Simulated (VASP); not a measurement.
Here is the system:

```
CELL_PARAMETERS angstrom
     10.93707     0.00000     0.00000
      0.00000    10.93707     0.00000
      0.00000     0.00000    10.93707
ATOMIC_POSITIONS crystal
  Si 0.50000 0.00000 0.00000
  Si 0.62500 0.12500 0.12500
  Si 0.75000 0.25000 0.00000
  Si 0.87500 0.37500 0.12500
  Si 0.75000 0.00000 0.25000
  Si 0.87500 0.12500 0.37500
  Si 0.00000 0.00000 0.00000
  Si 0.12500 0.12500 0.12500
  Si 0.25000 0.25000 0.00000
  Si 0.37500 0.37500 0.12500
  Si 0.50000 0.50000 0.00000
  Si 0.62500 0.62500 0.12500
  Si 0.75000 0.75000 0.00000
  Si 0.87500 0.87500 0.12500
  Si 0.25000 0.00000 0.25000
  Si 0.37500 0.12500 0.37500
  Si 0.50383 0.24897 0.24811
  Si 0.75108 0.49970 0.24775
  Si 0.87500 0.62500 0.37500
  Si 0.50000 0.00000 0.50000
  Si 0.62500 0.12500 0.62500
  Si 0.75037 0.25422 0.50077
  Si 0.87500 0.37500 0.62500
  Si 0.75000 0.00000 0.75000
  Si 0.87500 0.12500 0.87500
  Si 0.00000 0.50000 0.00000
  Si 0.12500 0.62500 0.12500
  Si 0.25000 0.75000 0.00000
  Si 0.37500 0.87500 0.12500
  Si 0.00000 0.25000 0.25000
  Si 0.12500 0.37500 0.37500
  Si 0.25000 0.50000 0.25000
  Si 0.37500 0.62500 0.37500
  Si 0.50000 0.75000 0.25000
  Si 0.62500 0.87500 0.37500
  Si 0.00000 0.00000 0.50000
  Si 0.12500 0.12500 0.62500
  Si 0.25000 0.25000 0.50000
  Si 0.37500 0.37500 0.62500
  Si 0.62500 0.62500 0.62500
  Si 0.75000 0.75000 0.50000
  Si 0.87500 0.87500 0.62500
  Si 0.25000 0.00000 0.75000
  Si 0.37500 0.12500 0.87500
  Si 0.50000 0.25000 0.75000
  Si 0.62500 0.37500 0.87500
  Si 0.75000 0.50000 0.75000
  Si 0.87500 0.62500 0.87500
  Si 0.00000 0.75000 0.25000
  Si 0.12500 0.87500 0.37500
  Si 0.00000 0.50000 0.50000
  Si 0.12500 0.62500 0.62500
  Si 0.25000 0.75000 0.50000
  Si 0.37500 0.87500 0.62500
  Si 0.00000 0.25000 0.75000
  Si 0.12500 0.37500 0.87500
  Si 0.25000 0.50000 0.75000
  Si 0.37500 0.62500 0.87500
  Si 0.50000 0.75000 0.75000
  Si 0.62500 0.87500 0.87500
  Si 0.00000 0.75000 0.75000
  Si 0.12500 0.87500 0.87500
  Sn 0.50302 0.49701 0.50372
```
Cell charge +1.

Method: PBE GGA, VASP's PBE PAW potentials (set 64) (plane waves; VASP). Run with PREC = Normal, LREAL = Auto, ISYM = 0, NELECT = 251.0, EDIFF = 1E-5, 400 eV cut-off, 1×1×1 Γ-centred mesh, Gaussian smearing of 0.050 eV, potentials Si Sn. Starting moments (MAGMOM): 63*0.0159. The cell's moment is fixed (NUPDOWN = 1).

The cell is charged, with a uniform compensating background. The supercell is sampled at Γ alone, which is coarse: total energies, pressure and levels can be off, energies of defects by several tenths of an eV.

Task: The ions are relaxed. Predict the relaxed structure.

Result: 
```
CELL_PARAMETERS angstrom
     10.93707     0.00000     0.00000
      0.00000    10.93707     0.00000
      0.00000     0.00000    10.93707
ATOMIC_POSITIONS crystal
  Si 0.49905 0.00204 0.00186
  Si 0.62158 0.13200 0.13211
  Si 0.74740 0.25275 0.00422
  Si 0.86824 0.37849 0.13213
  Si 0.74738 0.00402 0.25277
  Si 0.86815 0.13195 0.37853
  Si 0.99917 0.00094 0.00097
  Si 0.12100 0.12700 0.12703
  Si 0.24733 0.24878 0.00033
  Si 0.37149 0.37631 0.12386
  Si 0.49953 0.50059 0.00067
  Si 0.62390 0.62850 0.12390
  Si 0.75135 0.75274 0.00031
  Si 0.87303 0.87918 0.12696
  Si 0.24740 0.00036 0.24879
  Si 0.37162 0.12389 0.37633
  Si 0.49116 0.25710 0.25704
  Si 0.74323 0.50887 0.25702
  Si 0.87627 0.62850 0.37630
  Si 0.49944 0.00052 0.50068
  Si 0.62380 0.12389 0.62851
  Si 0.74311 0.25699 0.50886
  Si 0.87618 0.37622 0.62849
  Si 0.75132 0.00038 0.75283
  Si 0.87309 0.12701 0.87930
  Si 0.99825 0.50109 0.00183
  Si 0.12344 0.62790 0.12406
  Si 0.25046 0.74978 0.99813
  Si 0.37237 0.87671 0.12413
  Si 0.99614 0.25267 0.25281
  Si 0.12389 0.37578 0.37582
  Si 0.24704 0.50050 0.24817
  Si 0.37943 0.62072 0.36770
  Si 0.49973 0.75307 0.24821
  Si 0.62434 0.87622 0.37588
  Si 0.99831 0.00190 0.50119
  Si 0.12356 0.12415 0.62786
  Si 0.24716 0.24826 0.50054
  Si 0.37952 0.36784 0.62069
  Si 0.63246 0.62065 0.62071
  Si 0.75195 0.75300 0.50052
  Si 0.87599 0.87669 0.62788
  Si 0.25041 0.99807 0.74972
  Si 0.37232 0.12431 0.87654
  Si 0.49973 0.24833 0.75297
  Si 0.62433 0.37580 0.87628
  Si 0.75186 0.50035 0.75303
  Si 0.87589 0.62775 0.87656
  Si 0.99970 0.75277 0.24868
  Si 0.12508 0.87499 0.37538
  Si 0.99959 0.50058 0.50068
  Si 0.12687 0.62407 0.62410
  Si 0.25471 0.74534 0.49884
  Si 0.37597 0.87319 0.62409
  Si 0.99970 0.24872 0.75275
  Si 0.12510 0.37546 0.87491
  Si 0.25483 0.49887 0.74532
  Si 0.37611 0.62406 0.87332
  Si 0.50125 0.74528 0.74528
  Si 0.62461 0.87497 0.87498
  Si 0.00204 0.74973 0.74970
  Si 0.12446 0.87566 0.87571
  Sn 0.55945 0.44064 0.44059
```
Cell charge +1. The cell ends with 1.00 μB, on the first 30 sites 0.01 0.00 0.00 0.00 0.00 0.00 0.00 0.00 0.01 0.01 0.00 0.01 0.01 0.00 0.01 0.01 0.04 0.04 0.01 0.00 0.01 0.04 0.01 0.01 0.00 0.01 0.01 0.00 0.01 0.00 μB.

Task: How much energy does the relaxation gain?

Result: The energy (σ→0) changes by -19.2 meV/atom, in 23 ionic steps.

The cell is a supercell with a defect, built from Si (diamond): Sn_Si-vac_Si, charge +1.
